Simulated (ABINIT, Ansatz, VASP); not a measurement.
# One structure in several programs: Sb (R-3m, 2 atoms in the cell)

Self-consistent single point.

```yaml
crystal:
  lattice:
    - [3.89204, -2.11944, 0.00000]
    - [3.89204, 2.11944, 0.00000]
    - [2.73789, 0.00000, 3.48483]
  atoms:
    - { symbol: Sb, position: [0.23350, 0.23350, 0.23350] }
    - { symbol: Sb, position: [0.76650, 0.76650, 0.76650] }
```

All programs got the same cell, k-point mesh and kind of occupations (in Ansatz's words: kpoints.mp_grid.grid = 8 8 8; scf.occupations.method = fermi_dirac; scf.occupations.width = 0.1 eV); potentials, basis and cutoffs are each program's usual ones.

```json
[
 {"code": "VASP", "model": "PBE, VASP's PBE PAW potentials (set 64)", "pressure (GPa)": "6.24", "largest force (eV/Å)": "0.515", "cutoff": "300 eV"},
 {"code": "ABINIT", "model": "PBE, PAW (JTH v2.0 PBE PAW)", "pressure (GPa)": "5.98", "largest force (eV/Å)": "0.473", "cutoff": "40 Ry"},
 {"code": "Ansatz", "model": "PBE, default PAW files", "pressure (GPa)": "6.08", "largest force (eV/Å)": "0.461", "cutoff": "default"}
]
```

The spread over the programs that give each value: pressure within 0.26 GPa; largest force within 0.054 eV/Å.

The starting cell has typed, rounded lattice constants, without a prior relaxation at this level. Its lattice was rescaled by a random factor within 2.5 % of one. On Ansatz's run: Spin-orbit coupling is off. In the base run, with a pressure of about 6 GPa the cell is away from its equilibrium volume at this level.

Question: Why do the programs differ, and what cannot be compared?

Answer: Differences of this kind can come from the potentials, where these differ, and from what each basis and cutoff leave unconverged. The valence holds different numbers of electrons (VASP 10, ABINIT 30, Ansatz (a quantum-chemistry and plane-wave program) 30). The zero of total energies and Fermi levels follows the potentials and each program's conventions, so they are not compared here. Ansatz's pressure is given at a fixed set of plane waves, as the other plane-wave codes print theirs; with its correction for the finite basis it is 6.11 GPa.

VASP's run is marked for a possible Pulay error in its stress at this cutoff; no cutoff test was made.

Left out of this page: Quantum ESPRESSO, GPAW, CP2K, Elk, FLEUR and SIESTA (not drawn, or without a comparable value).

Keys are those of Ansatz 0.2.
